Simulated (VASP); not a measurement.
An input for Quantum ESPRESSO's pw.x (written as the equivalent of a VASP run, and not itself run):

```
&CONTROL
  calculation = 'scf'
  pseudo_dir = './pseudo'
  outdir = './out'
  tprnfor = .true.
  tstress = .true.
/
&SYSTEM
  ibrav = 0
  nat = 2
  ntyp = 2
  ecutwfc = 82.3
  occupations = 'smearing'
  smearing = 'gaussian'
  degauss = 0.003675
  input_dft = 'pbe'
/
&ELECTRONS
  conv_thr = 7.3e-05
  electron_maxstep = 100
/
ATOMIC_SPECIES
  Hg 200.592 Hg.upf
  Te 127.600 Te.upf
CELL_PARAMETERS angstrom
     0.0000000    3.2946000    3.2946000
     3.2946000    0.0000000    3.2946000
     3.2946000    3.2946000    0.0000000
ATOMIC_POSITIONS crystal
  Hg   0.0000000  0.0000000  0.0000000
  Te   0.2500000  0.2500000  0.2500000
K_POINTS automatic
  6 6 6 0 0 0
```

Problem. Write the VASP files for the same calculation (PBE).

Solution. This is not unique; one that fits is 
**KPOINTS**
```
K-points
0
G
  6 6 6
0 0 0
```

File POSCAR:
```
HgTe
1
    0.0000000000     3.2946000000     3.2946000000
    3.2946000000     0.0000000000     3.2946000000
    3.2946000000     3.2946000000     0.0000000000
Hg Te
1 1
Direct
  0.0000000000   0.0000000000   0.0000000000
  0.2500000000   0.2500000000   0.2500000000
```

**INCAR**
```
PREC=Accurate
GGA=PE   # PBE
NELM=100   # most electronic steps
LMAXMIX=6   # l cut-off of mixed one-centre charges
SYSTEM=HgTe
EDIFF=1E-3   # SCF stop (eV)
LWAVE=F
LREAL=F   # projection in real space or not
SIGMA=0.05
ISMEAR=0
ENCUT=400   # plane-wave cut-off (eV)
ISIF=2
LASPH=T   # aspherical one-centre terms
ALGO=Normal   # blocked Davidson
LCHARG=F
```

POTCAR, in this order: Hg Te (PBE.64 set). Program: vasp_std.

The two are equivalent in intent, not identical: the potentials are each code's own (VASP's PAW set, PseudoDojo norm-conserving files in pw.x), so ENCUT and ecutwfc are chosen apart and not converted; conv_thr bounds pw.x's estimated SCF error, while EDIFF bounds the energy change between steps.

The compound is HgTe in the zinc blende structure. The cell was not relaxed at this level. The run is one of a series of settings (EDIFF = 1E-3 against the base run), some of them coarse on purpose.
